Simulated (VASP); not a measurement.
**ZnS (relaxed from the wurtzite structure, space group P6_3mc): computed properties**

Method: r2SCAN meta-GGA, VASP's PBE PAW potentials (set 64) (plane waves; VASP).

```json
{
  "space_group": "P6_3mc (186)",
  "cell": "a = 3.8020 Å, b = 3.8020 Å, c = 6.2269 Å, α = 90.00°, β = 90.00°, γ = 120.00°",
  "volume_per_atom": "19.49 Å^3/atom",
  "band gap (over mesh and band path)": "2.82 eV",
  "smallest direct gap (over mesh and band path)": "2.82 eV",
  "band_edge_character": "direct, Γ to Γ",
  "density": "4.15 g/cm³"
}
```

```cif
data_S2Zn2
_chemical_formula_sum 'Zn2 S2'
_space_group_name_H-M_alt 'P63mc'
_space_group_IT_number 186
_space_group_name_Hall 'P 6c -2c'
_cell_length_a 3.80203
_cell_length_b 3.80203
_cell_length_c 6.22686
_cell_angle_alpha 90.000
_cell_angle_beta 90.000
_cell_angle_gamma 120.000
loop_
_atom_site_label
_atom_site_type_symbol
_atom_site_symmetry_multiplicity
_atom_site_Wyckoff_symbol
_atom_site_fract_x
_atom_site_fract_y
_atom_site_fract_z
_atom_site_occupancy
Zn1 Zn 2 b 0.33333 0.66667 0.99999 1
S1 S 2 b 0.33333 0.66667 0.37501 1
```

The structure was generated: ZnS was put into the wurtzite type (P6_3mc), which need not be its known phase. It was relaxed first, which changed the volume by +8 %. Symmetry was kept, so distortions that lower it aren't found.
